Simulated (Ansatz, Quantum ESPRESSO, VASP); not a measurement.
# Sr₂H₃I (P-3m1, 6 atoms in the cell) computed with different codes at matched settings

Self-consistent single point.

```
CELL_PARAMETERS angstrom
      4.24273     0.00000     0.00000
     -2.12136     3.67431     0.00000
      0.00000     0.00000     7.68275
ATOMIC_POSITIONS crystal
  Sr 0.66667 0.33333 0.67866
  Sr 0.33333 0.66667 0.32134
  H  0.00000 0.00000 0.50000
  H  0.66667 0.33333 0.35725
  H  0.33333 0.66667 0.64275
  I  0.00000 0.00000 0.00000
```

Shared settings, as Ansatz (a first-principles code) writes them: kpoints.mp_grid.grid = 6 6 3; magnetization.spin_orbit = true; scf.occupations.method = fermi_dirac; scf.occupations.width = 0.0015 Ry. Potentials and cutoffs stand in the table.

| code | model | pressure (GPa) | largest force (eV/Å) | gap on the mesh (eV) | cutoff |
|---|---|---|---|---|---|
| Quantum ESPRESSO | PBEsol, spin-orbit coupling, PseudoDojo fully relativistic norm-conserving (PBESOL) pseudopotentials | -1.75 | 0.024 | 2.020 | 75 Ry |
| VASP | PBEsol, spin-orbit coupling, VASP's PBE PAW potentials (set 64) | -2.17 | 0.018 | 1.980 | 300 eV |
| Ansatz | PBEsol with spin-orbit coupling, default PAW files made with PBE | -1.79 | 0.023 | 2.021 | default |

Gaps are read on the mesh.

The spread over the programs that give each value: pressure within 0.42 GPa; largest force within 0.006 eV/Å; gap on the mesh within 0.041 eV.

Ansatz's pressure is given at a fixed set of plane waves, as the other plane-wave codes print theirs; with its correction for the finite basis it is -1.74 GPa.

VASP's run is marked for a possible Pulay error in its stress at this cutoff; no cutoff test was made.

The starting cell comes from a database of computed structures (which also holds hypothetical and non-ambient phases and stackings), without a prior relaxation at this level.

Left out of this page: SIESTA (not drawn, or without a comparable value).

Keys are those of Ansatz 0.2.
